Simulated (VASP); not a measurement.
Crystal: Ta3SbOs.

```
Ta Sb Os
1.0
     4.27358    0.00000    0.00000
     0.00000    4.27358    0.00000
     0.00000    0.00000    4.27358
Ta Sb Os
3 1 1
Cartesian
  2.1368 0.0000 0.0000
  0.0000 2.1368 0.0000
  0.0000 0.0000 2.1368
  2.1368 2.1368 2.1368
  0.0000 0.0000 0.0000
```

The cell was built by a generator and needn't be a form met in nature.

* Program: VASP 6.6.1
* Task: relaxation of cell and atoms
* Functional: PBE
* Potentials or basis: VASP PAW PBE potentials, release 64 (Ta_pv, Sb, Os)
* Cutoff: 600 eV
* k mesh: 6 × 6 × 6
* Occupations: methfessel-paxton, width 0.2 eV
* Spin: no spin polarisation

At the start: pressure 122.6 GPa; volume 15.61 Å³/atom.

Task: Where does the relaxation end?

Result: Over 7 steps the energy falls by 2107.0 meV/atom and the volume is 23.36 Å³/atom (+49.7 %); space group Pm-3m (No. 221, to 0.05 Å).

The path:
| step | energy change (eV) | largest force (eV/Å) | pressure (GPa) | volume (Å³) |
| --- | --- | --- | --- | --- |
| 1 | 0.0000 | 0.0000 | 122.61 | 78.05 |
| 2 | 20.5556 | 0.0000 | -46.56 | 305.71 |
| 3 | -6.0886 | 0.0000 | -18.41 | 151.31 |
| 4 | -9.4908 | 0.0000 | -12.45 | 131.94 |
| 5 | -10.1399 | 0.0000 | 8.48 | 110.50 |
| 6 | -10.5296 | 0.0000 | -1.45 | 118.00 |
| 7 | -10.5349 | 0.0000 | -0.11 | 116.82 |

Final structure:
```yaml
crystal:
  lattice:
    - [4.88841, 0.00000, 0.00000]
    - [0.00000, 4.88841, 0.00000]
    - [0.00000, 0.00000, 4.88841]
  atoms:
    - { symbol: Ta, position: [0.50000, 0.00000, 0.00000] }
    - { symbol: Ta, position: [0.00000, 0.50000, 0.00000] }
    - { symbol: Ta, position: [0.00000, 0.00000, 0.50000] }
    - { symbol: Sb, position: [0.50000, 0.50000, 0.50000] }
    - { symbol: Os, position: [0.00000, 0.00000, 0.00000] }
```

Caveat: the volume moved by over 15 % at a fixed basis, so the end points are rough.
